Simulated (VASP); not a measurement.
# Sc: the relaxed cell at several levels of theory, part 2 of 2

Aim: relax Sc at several levels of theory and compare the cells. The starting structure is a measured crystal structure from the Crystallography Open Database. The first relaxation on each setting starts from this cell expanded by 3 % in volume.

VASP 6.6.1.

Results so far: PBEsol 23.63 Å³ an atom; LDA 22.54 Å³ an atom; PBE 24.63 Å³ an atom; PBEsol + D3(BJ) 22.43 Å³ an atom.

### 6. Relaxation with r2SCAN

Level of this step: r2SCAN; plane waves and PAW (Sc_sv) (VASP).

r2SCAN adds the kinetic-energy density, costs more than a GGA and is run with LASPH. This run starts from the cell of an earlier relaxation, which isn't shown; the restart sets up the plane waves anew.

INCAR reads:

```
SYSTEM = Sc
PREC = Accurate
ENCUT = 450
EDIFF = 1E-06
NELM = 100
ISMEAR = 1
SIGMA = 0.15
LREAL = .FALSE.
ALGO = Normal
METAGGA = R2SCAN
LASPH = .TRUE.
NBANDS = 17
LORBIT = 11
LWAVE = .FALSE.
LCHARG = .FALSE.
KPAR = 4
IBRION = 2
NSW = 50
ISIF = 3
EDIFFG = -0.004
```

POSCAR reads:

```
Sc
1.0
    3.3319361887      0.0000000000      0.0000000000
   -1.6659680943      2.8855413832      0.0000000000
    0.0000000000      0.0000000000      5.1930262633
Sc
2
Direct
    0.6666666667      0.3333333333      0.7500000000
    0.3333333333      0.6666666667      0.2500000000
```

KPOINTS reads:

```
Automatic mesh
0
Gamma
16 16 8
0 0 0
```

The projector-augmented-wave data sets are Sc_sv (PBE family, release 64).

The run is started by

```
$ mpirun -np 4 vasp_std
```

The log of the run:

```text
[banner, memory and clock lines left out]
running    4 mpi-ranks, on    1 nodes
[...]
[... a notice as in an earlier step ...]

 LDA part: xc-table for (None), standard interpolation
 POSCAR, INCAR and KPOINTS ok, starting setup
[...]
entering main loop
       N       E                     dE             d eps       ncg     rms          rms(c)
DAV:   1     0.335488850844E+03    0.33549E+03   -0.10732E+04  5116   0.126E+03
DAV:   2    -0.997791695762E+01   -0.34547E+03   -0.33959E+03  6532   0.591E+02
DAV:   3    -0.286482585311E+02   -0.18670E+02   -0.17965E+02  8489   0.157E+02
DAV:   4    -0.289444693455E+02   -0.29621E+00   -0.29253E+00  7364   0.184E+01
[...]
DAV:  11    -0.227109328839E+02   -0.12407E-04   -0.31734E-05  7491   0.764E-02    0.583E-03
DAV:  12    -0.227109361121E+02   -0.32282E-05   -0.13990E-06  4680   0.190E-02    0.102E-03
DAV:  13    -0.227109352205E+02    0.89154E-06   -0.33879E-07  3977   0.128E-02
   1 F= -.22710935E+02 E0= -.22710078E+02  d E =-.227109E+02
[...]
reached required accuracy - stopping structural energy minimisation
```

Elapsed: 39 s, on 4 MPI ranks of Intel Xeon Platinum 8488C (Sapphire Rapids), shared host; peak memory 0.84 GiB; 2.5 min of CPU time.

OUTCAR, selected parts (step 6):

```text
  Total        0.0041547      0.0041547     -0.0051464      0.0000000      0.0000000     -0.0000000
  in kB        0.1333226      0.1333226     -0.1651457      0.0000000      0.0000000     -0.0000000
  external PRESSURE =       0.0338332 kB  Pullay stress =       0.0000000 kB

 POSITION                                       TOTAL-FORCE (eV/Angst)
 -----------------------------------------------------------------------------------
      1.66597      0.96185      3.89477         0.000000     -0.000000      0.000000
     -0.00000      1.92369      1.29826        -0.000000      0.000000      0.000000
 -----------------------------------------------------------------------------------
    total drift:                               -0.000000      0.000000     -0.000000

  FREE ENERGIE OF THE ION-ELECTRON SYSTEM (eV)
  ---------------------------------------------------
  free  energy   TOTEN  =       -22.7109352205 eV

  energy  without entropy=      -22.7083650287  energy(sigma->0) =      -22.71007849

[... 2 parts as in an earlier step ...]

[... 2 further parts left out ...]
[key lines of the parts left out:]
E-fermi :   3.6440
```

With r2SCAN the relaxed cell holds 24.964 Å³ an atom, -0.15 % against the measured cell, with a = 3.332 Å and c = 5.193 Å. That is +5.65 % from PBEsol.

### 7. Relaxation with r2SCAN + rVV10

rVV10 adds a nonlocal correlation energy for dispersion. This run starts from the cell of an earlier relaxation, which isn't shown; the restart sets up the plane waves anew.

INCAR, as its differences from that of step 6:

```diff
@@ -10,2 +10,6 @@
 METAGGA = R2SCAN
+LUSE_VDW = .TRUE.
+IVDW_NL = 2
+BPARAM = 11.95
+CPARAM = 0.0093
 LASPH = .TRUE.
```

POSCAR reads:

```
Sc
1.0
    3.3225569681      0.0000000000      0.0000000000
   -1.6612784840      2.8774187399      0.0000000000
    0.0000000000      0.0000000000      5.1748406794
Sc
2
Direct
    0.6666666667      0.3333333333      0.7500000000
    0.3333333333      0.6666666667      0.2500000000
```

KPOINTS is that of step 6.

The run is started by

```
$ mpirun -np 4 vasp_std
```

The log of the run:

```text
[banner, memory and clock lines left out]
running    4 mpi-ranks, on    1 nodes
[...]
|                                                                             |
|               ----> ADVICE to this user running VASP <----                  |
|                                                                             |
|     You have switched on vdW-DFT.                                           |
|     This routine was written and supplied by Jiri Klimes. We recommend      |
|     that you carefully read and cite the following publications:            |
|       J. Klimes, D.R. Bowler, A. Michelides                                 |
|          J. Phys.: Cond Matt. 22 022201 (2010)                              |
|       J. Klimes, D.R. Bowler, A. Michelides                                 |
|          Phys. Rev. B. 83, 195131 (2011)                                    |
|     and references therein.                                                 |
|                                                                             |

[...]
DAV:  11    -0.221672001463E+02   -0.93285E-05   -0.31488E-05  7529   0.757E-02    0.596E-03
Total rVV10 correction in eV:      0.5425209    22.0000632
Total rVV10 correction in eV:      0.5425209    22.0000632
Total rVV10 correction in eV:      0.5425209    22.0000632
Total rVV10 correction in eV:      0.5425209    22.0000632
DAV:  12    -0.221672032245E+02   -0.30782E-05   -0.13933E-06  4794   0.183E-02    0.986E-04
Total rVV10 correction in eV:      0.5425221    22.0000632
Total rVV10 correction in eV:      0.5425221    22.0000632
Total rVV10 correction in eV:      0.5425221    22.0000632
Total rVV10 correction in eV:      0.5425221    22.0000632
DAV:  13    -0.221672024845E+02    0.74007E-06   -0.31540E-07  3884   0.120E-02
Total rVV10 correction in eV:      0.5425219    22.0000632
Total rVV10 correction in eV:      0.5425219    22.0000632
Total rVV10 correction in eV:      0.5425219    22.0000632
Total rVV10 correction in eV:      0.5425219    22.0000632
Total rVV10 correction in eV:      0.5425223    22.0000632
Total rVV10 correction in eV:      0.5425223    22.0000632
Total rVV10 correction in eV:      0.5425223    22.0000632
Total rVV10 correction in eV:      0.5425223    22.0000632
   1 F= -.22167202E+02 E0= -.22166382E+02  d E =-.221672E+02
[...]
reached required accuracy - stopping structural energy minimisation
```

It took 50 s on 4 MPI ranks; peak memory 1.2 GiB; 3.2 min of CPU time.

OUTCAR, selected parts (step 7):

```text
  Total        0.0006553      0.0006553      0.0002820      0.0000000      0.0000000     -0.0000000
  in kB        0.0212230      0.0212230      0.0091315      0.0000000      0.0000000     -0.0000000
  external PRESSURE =       0.0171925 kB  Pullay stress =       0.0000000 kB

 POSITION                                       TOTAL-FORCE (eV/Angst)
 -----------------------------------------------------------------------------------
      1.66128      0.95914      3.88113        -0.000000     -0.000000      0.000000
     -0.00000      1.91828      1.29371         0.000000      0.000000      0.000000
 -----------------------------------------------------------------------------------
    total drift:                                0.000000     -0.000000      0.000000

  FREE ENERGIE OF THE ION-ELECTRON SYSTEM (eV)
  ---------------------------------------------------
  free  energy   TOTEN  =       -22.1672024845 eV

  energy  without entropy=      -22.1647408430  energy(sigma->0) =      -22.16638194

[... 2 parts as in an earlier step ...]

[... 2 further parts left out ...]
[key lines of the parts left out:]
E-fermi :   3.6848
```

With r2SCAN + rVV10 the relaxed cell holds 24.737 Å³ an atom, -1.06 % against the measured cell, with a = 3.323 Å and c = 5.175 Å. That is +4.69 % from PBEsol.

### 8. Relaxation with rev-vdW-DF2

rev-vdW-DF2 revises the exchange of vdW-DF2 for solids. This run starts from the cell of an earlier relaxation, which isn't shown; the restart sets up the plane waves anew.

INCAR, as its differences from that of step 7:

```diff
@@ -9,7 +9,8 @@
 ALGO = Normal
-METAGGA = R2SCAN
+GGA = MK
+AGGAC = 0
 LUSE_VDW = .TRUE.
-IVDW_NL = 2
-BPARAM = 11.95
-CPARAM = 0.0093
+PARAM1 = 0.1234
+PARAM2 = 0.711357
+ZAB_VDW = -1.8867
 LASPH = .TRUE.
```

POSCAR reads:

```
Sc
1.0
    3.2879419038      0.0000000000      0.0000000000
   -1.6439709519      2.8474412148      0.0000000000
    0.0000000000      0.0000000000      5.0934877299
Sc
2
Direct
    0.6666666667      0.3333333333      0.7500000000
    0.3333333333      0.6666666667      0.2500000000
```

KPOINTS is that of step 7.

The run is started by

```
$ mpirun -np 4 vasp_std
```

The log of the run:

```text
[banner, memory and clock lines left out]
running    4 mpi-ranks, on    1 nodes
[...]
[... a notice as in an earlier step ...]

 [... a notice as in an earlier step ...]

 LDA part: xc-table for (Slater+PW92), standard interpolation
 POSCAR, INCAR and KPOINTS ok, starting setup
[...]
entering main loop
       N       E                     dE             d eps       ncg     rms          rms(c)
DAV:   1     0.346706357342E+03    0.34671E+03   -0.10465E+04  5108   0.124E+03
DAV:   2     0.921566999157E+01   -0.33749E+03   -0.33225E+03  6364   0.566E+02
DAV:   3    -0.878703585624E+01   -0.18003E+02   -0.17410E+02  8408   0.154E+02
DAV:   4    -0.908319618437E+01   -0.29616E+00   -0.29411E+00  7398   0.178E+01
[...]
DAV:  11    -0.778795383919E+01    0.20367E-05   -0.30905E-06  5846   0.215E-02    0.190E-03
DAV:  12    -0.778795485829E+01   -0.10191E-05   -0.44054E-07  4171   0.123E-02    0.783E-04
DAV:  13    -0.778795469551E+01    0.16278E-06   -0.10035E-07  3830   0.566E-03
   1 F= -.77879547E+01 E0= -.77876126E+01  d E =-.778795E+01
[...]
reached required accuracy - stopping structural energy minimisation
```

Wall time 26 s (4 MPI ranks); peak memory 1.4 GiB; 96 s of CPU time.

Parts of OUTCAR (step 8):

```text
  Total        0.0070266      0.0070266      0.0002373      0.0000000      0.0000000      0.0000000
  in kB        0.2360827      0.2360827      0.0079714      0.0000000      0.0000000      0.0000000
  external PRESSURE =       0.1600456 kB  Pullay stress =       0.0000000 kB

 POSITION                                       TOTAL-FORCE (eV/Angst)
 -----------------------------------------------------------------------------------
      1.64397      0.94915      3.82012         0.000000      0.000000      0.000000
     -0.00000      1.89829      1.27337        -0.000000     -0.000000      0.000000
 -----------------------------------------------------------------------------------
    total drift:                                0.000000     -0.000000      0.000000

  FREE ENERGIE OF THE ION-ELECTRON SYSTEM (eV)
  ---------------------------------------------------
  free  energy   TOTEN  =        -7.7879546955 eV

  energy  without entropy=       -7.7869283426  energy(sigma->0) =       -7.78761258

[... 2 parts as in an earlier step ...]

[... 2 further parts left out ...]
[key lines of the parts left out:]
E-fermi :   3.7780
```

With rev-vdW-DF2 the relaxed cell holds 23.843 Å³ an atom, -4.64 % against the measured cell, with a = 3.288 Å and c = 5.093 Å. That is +0.91 % from PBEsol.

### 9. Relaxation with PBEsol + D4

D4 lets the coefficients depend on atomic charges too. This run starts from the cell of an earlier relaxation, which isn't shown; the restart sets up the plane waves anew.

INCAR, as its differences from that of step 8:

```diff
@@ -9,9 +9,4 @@
 ALGO = Normal
-GGA = MK
-AGGAC = 0
-LUSE_VDW = .TRUE.
-PARAM1 = 0.1234
-PARAM2 = 0.711357
-ZAB_VDW = -1.8867
-LASPH = .TRUE.
+GGA = PS
+IVDW = 13
 NBANDS = 17
```

POSCAR reads:

```
Sc
1.0
    3.2579978649      0.0000000000      0.0000000000
   -1.6289989324      2.8215089165      0.0000000000
    0.0000000000      0.0000000000      5.0447016426
Sc
2
Direct
    0.6666666667      0.3333333333      0.7500000000
    0.3333333333      0.6666666667      0.2500000000
```

KPOINTS is that of step 8.

The run is started by

```
$ mpirun -np 4 vasp_std
```

The log of the run:

```text
[... set-up lines as in an earlier step ...]
 entering main loop
       N       E                     dE             d eps       ncg     rms          rms(c)
DAV:   1     0.333706681355E+03    0.33371E+03   -0.10457E+04  5132   0.125E+03
DAV:   2     0.276227896166E+01   -0.33094E+03   -0.32595E+03  6340   0.573E+02
DAV:   3    -0.143725639420E+02   -0.17135E+02   -0.16546E+02  8337   0.152E+02
DAV:   4    -0.146546812664E+02   -0.28212E+00   -0.28118E+00  7533   0.175E+01
[...]
DAV:  11    -0.132065888174E+02    0.26721E-05   -0.19259E-06  5600   0.177E-02    0.177E-03
DAV:  12    -0.132065901274E+02   -0.13100E-05   -0.36213E-07  4204   0.106E-02    0.876E-04
DAV:  13    -0.132065899367E+02    0.19074E-06   -0.97482E-08  3837   0.536E-03
   1 F= -.13537924E+02 E0= -.13537750E+02  d E =-.135379E+02
[...]
reached required accuracy - stopping structural energy minimisation
```

Wall time 9.6 s (4 MPI ranks); peak memory 0.81 GiB.

Parts of OUTCAR (step 9):

```text
  Edisp (eV):   -0.33133

  Total      -0.00608    -0.00608    -0.00791    -0.00000     0.00000     0.00000
  in kB      -0.20994    -0.20994    -0.27330    -0.00000     0.00000     0.00000
  external pressure =       -0.23 kB  Pullay stress =        0.00 kB

 POSITION                                       TOTAL-FORCE (eV/Angst)
 -----------------------------------------------------------------------------------
      1.62900      0.94050      3.78353        -0.000000      0.000000      0.000000
     -0.00000      1.88101      1.26118         0.000000      0.000000      0.000000
 -----------------------------------------------------------------------------------
    total drift:                               -0.000000      0.000000     -0.000000

  FREE ENERGIE OF THE ION-ELECTRON SYSTEM (eV)
  ---------------------------------------------------
  free  energy   TOTEN  =       -13.5379244941 eV

  energy  without entropy=      -13.5374009998  energy(sigma->0) =      -13.53775000

[... 2 parts as in an earlier step ...]

[... 2 further parts left out ...]
[key lines of the parts left out:]
E-fermi :   3.9328
```

With PBEsol + D4 the relaxed cell holds 23.187 Å³ an atom, -7.26 % against the measured cell, with a = 3.258 Å and c = 5.045 Å. That is -1.87 % from PBEsol.

### 10. All runs side by side

| level | volume (Å³/atom) | against the measured cell (%) | a (Å) | c (Å) | pressure left (GPa) | core minutes |
| --- | --- | --- | --- | --- | --- | --- |
| PBEsol | 23.629 | -5.49 | 3.278 | 5.0784 | -0.02 | 6.21 |
| LDA | 22.539 | -9.85 | 3.2325 | 4.9815 | 0.0 | 6.67 |
| PBE | 24.626 | -1.5 | 3.3194 | 5.1616 | 0.0 | 4.24 |
| PBEsol + D3(BJ) | 22.429 | -10.29 | 3.2239 | 4.9838 | -0.01 | 5.57 |
| r2SCAN | 24.964 | -0.15 | 3.3319 | 5.193 | 0.0 | 11.9 |
| r2SCAN + rVV10 | 24.737 | -1.06 | 3.3226 | 5.1748 | 0.0 | 18.3 |
| rev-vdW-DF2 | 23.843 | -4.64 | 3.2879 | 5.0935 | 0.02 | 8.47 |
| PBEsol + D4 | 23.187 | -7.26 | 3.258 | 5.0447 | -0.02 | 3.77 |

Core minutes are wall time times ranks, summed over the relaxations behind a row (those for a bulk modulus apart), on shared hosts.

### 11. Outcome

```json
{"volume, PBEsol": "23.63 Å³/atom", "volume, LDA": "22.54 Å³/atom", "volume, PBE": "24.63 Å³/atom", "volume, PBEsol + D3(BJ)": "22.43 Å³/atom", "volume, r2SCAN": "24.96 Å³/atom", "volume, r2SCAN + rVV10": "24.74 Å³/atom", "volume, rev-vdW-DF2": "23.84 Å³/atom", "volume, PBEsol + D4": "23.19 Å³/atom"}
```

**Reading.** Across 8 levels the volume of Sc spans 11.3 %, from 22.43 Å³ an atom (PBEsol + D3(BJ)) to 24.96 Å³ (r2SCAN). Against the measured volume of the starting structure, r2SCAN comes nearest (-0.2 %) and PBEsol + D3(BJ) lies farthest (-10.3 %). The measured cell holds zero-point expansion and, unless it was taken cold, thermal expansion, which the runs lack, so small differences decide nothing. Adding D3(BJ) to PBEsol changes the volume by -5.1 %. Adding rVV10 to r2SCAN changes the volume by -0.9 %. Adding D4 to PBEsol changes the volume by -1.9 %. LASPH is on in some of these runs and off in others, which adds a little to the differences. All runs keep the symmetry of the start, so they can't find a distortion of lower symmetry. Further runs on this material are not shown.

[Lines on the potential files, build, host, timing and source positions are cut from VASP's logs without a mark.]

[Logs are printed without paths, hosts, clocks, repeated set-up lines and the standing remarks that a program may print on its own settings, such as how far it seeks lower states.]

[Hosts, paths, dates, database ids (printed as entryN), source tags and the programs' standing remarks are cut or masked in the printed files.]
